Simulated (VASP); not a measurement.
Given:

```yaml
crystal:
  lattice:
    - [0.00000, 2.95473, 2.95473]
    - [2.95473, 0.00000, 2.95473]
    - [2.95473, 2.95473, 0.00000]
  atoms:
    - { symbol: Sr, position: [0.00000, 0.00000, 0.00000] }
```

Calculation: PBEsol GGA, VASP's PBE PAW potentials (set 64) (plane waves; VASP). Settings: 480 eV cut-off, 8×8×8 Γ-centred mesh, Gaussian smearing of 0.050 eV, potentials Sr_sv.

### Question
Estimate the energy per atom (σ→0), band gap (on the k-mesh) with the smallest direct gap where there is one.

### Answer

| Quantity | Value |
|---|---|
| band gap (on the k-mesh) | none (metal, semimetal or under 0.01 eV) |
| energy per atom (σ→0) | -178.1 kJ/mol-atom |

The compound is Sr in the fcc structure. It was relaxed first, which changed the volume by -8 %.
